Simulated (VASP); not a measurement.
Input:

```yaml
crystal:
  lattice:
    - [4.70582, 0.00000, 0.00000]
    - [0.00000, 4.70582, 0.00000]
    - [0.00000, 0.00000, 3.13399]
  atoms:
    - { symbol: Zn, position: [0.00000, 0.00000, 0.00000] }
    - { symbol: Zn, position: [0.50000, 0.50000, 0.50000] }
    - { symbol: F, position: [0.30319, 0.30319, 0.00000] }
    - { symbol: F, position: [0.80319, 0.19681, 0.50000] }
    - { symbol: F, position: [0.19681, 0.80319, 0.50000] }
    - { symbol: F, position: [0.69681, 0.69681, 0.00000] }
```

All values below come from r2SCAN meta-GGA, VASP's PBE PAW potentials (set 64) (plane waves; VASP). Run with 520 eV cut-off, 5×5×8 Γ-centred mesh, tetrahedra with Blöchl corrections, potentials Zn F.

The cores are frozen, which limits the accuracy of field gradients.

Give the principal components of the electric field gradient (V/Å²) and the asymmetry η at each nucleus.

```tsv
atom	Vxx	Vyy	Vzz	η
Zn1	-12.8	-9.6	22.3	0.14
Zn2	-12.8	-9.6	22.3	0.14
F3	58.5	25.6	-84.1	0.39
F4	58.5	25.6	-84.1	0.39
F5	58.5	25.6	-84.1	0.39
F6	58.5	25.6	-84.1	0.39
```

The compound is ZnF2 in the rutile structure. It was relaxed first.
